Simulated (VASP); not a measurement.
# MoSeS (space group P-3m1): computed properties

These are r2SCAN meta-GGA, VASP's PBE PAW potentials (set 64) (plane waves; VASP) values and carry that method's errors.

- space group: P-3m1 (164)
- cell: a = 3.2510 Å, b = 3.2510 Å, c = 13.3940 Å, α = 90.00°, β = 90.00°, γ = 120.00°
- volume per atom: 20.43 Å³/atom
- band gap (over mesh and band path): 1.06 eV
- smallest direct gap (over mesh and band path): 1.64 eV
- band-edge character: indirect, Γ to K
- density: 5.61 g/cm³

```yaml
crystal:
  lattice:
    - [3.25097, 0.00000, 0.00000]
    - [-1.62549, 2.81542, 0.00000]
    - [0.00000, 0.00000, 13.39400]
  atoms:
    - { symbol: Mo, position: [0.00000, 0.00000, 0.25986] }
    - { symbol: Mo, position: [0.00000, 0.00000, 0.74014] }
    - { symbol: Se, position: [0.66667, 0.33333, 0.86628] }
    - { symbol: Se, position: [0.33333, 0.66667, 0.13372] }
    - { symbol: S, position: [0.33333, 0.66667, 0.37318] }
    - { symbol: S, position: [0.66667, 0.33333, 0.62682] }
```

The structure comes from a computed database's MoSeS entry (P-3m1); how it stands against other phases isn't given here. It was relaxed first. Symmetry was kept, so distortions that lower it aren't found.
